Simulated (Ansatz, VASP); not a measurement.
Mn3Zn: VASP beside Ansatz

```
Zn Mn
1.0
    -1.75441    1.75441    3.82180
     1.75441   -1.75441    3.82180
     1.75441    1.75441   -3.82180
Zn Mn
1 3
Cartesian
  0.0000 0.0000 0.0000
  0.0000 0.0000 3.8218
  1.7544 0.0000 1.9109
  0.0000 1.7544 1.9109
```

The cell comes from a database or a generator and needn't be the stable form of this composition.

Alike in both runs: task single point; functional RPBE; k mesh 11 × 11 × 11; occupations gaussian, width 0.05 eV; collinear spin, ferromagnetic start.

|  | VASP | Ansatz |
| --- | --- | --- |
| version | VASP 6.6.1 | Ansatz 0.2.0 |
| potentials or method | VASP PAW PBE potentials, release 54 (Zn, Mn_pv) | Ansatz PAW |
| plane-wave cutoff (eV) | 520 | 420 |
| valence electrons in the cell | 51 | 57 |

```csv
,VASP,Ansatz,Ansatz less VASP
gap on the k mesh at the Fermi level (eV),none,none,-
pressure (GPa),4.4,14.6,+10.20
largest component of the traceless stress (GPa),0.58,0.25,-0.323
net moment per atom (μB),0.94,0.48,-0.457
size of the moment on the site where the two differ most (μB),1.17,2.39,+1.215
```

The net moments differ so much that the two runs ended in different magnetic states, which moves the other rows too. Site moments also hang on the region over which each program counts them. A gap of «none» marks a metal or a gap that the smearing closes. The two sets of potentials don't hold the same shells in valence.

Caveats: the PAW data sets were made with another functional, which shifts forces and pressure a little (VASP); the PAW data sets come from PBE, with cores solved anew for the run's functional, which leaves a small shift of forces and pressure (Ansatz); the starting moments weren't kept (Ansatz).
